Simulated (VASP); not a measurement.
All values below come from PBEsol GGA, VASP's PBE PAW potentials (set 64) (plane waves; VASP). For the first row: Settings: 520 eV cut-off, 11×11×9 Γ-centred mesh, first-order Methfessel-Paxton smearing of 0.10 eV, potentials Mg B.

| system | energy (eV/atom) |
|---|---|
| MgB₂ (AlB2 type) | -5.4078 |
| Mg atom | -0.0020 |
| B atom | -0.3717 |

Atoms are spin-polarised in a large box without symmetry, with the spin fixed by Hund's rule, and may not be in the lowest state of each functional; no zero-point energy is added.

Task: What is the cohesive energy per atom of MgB₂?

Result: The references average (1×(-0.0020) + 2×(-0.3717))/3 = -0.2485 eV, so the cohesive energy is -0.2485 − (-5.4078) = 5.159 eV/atom.
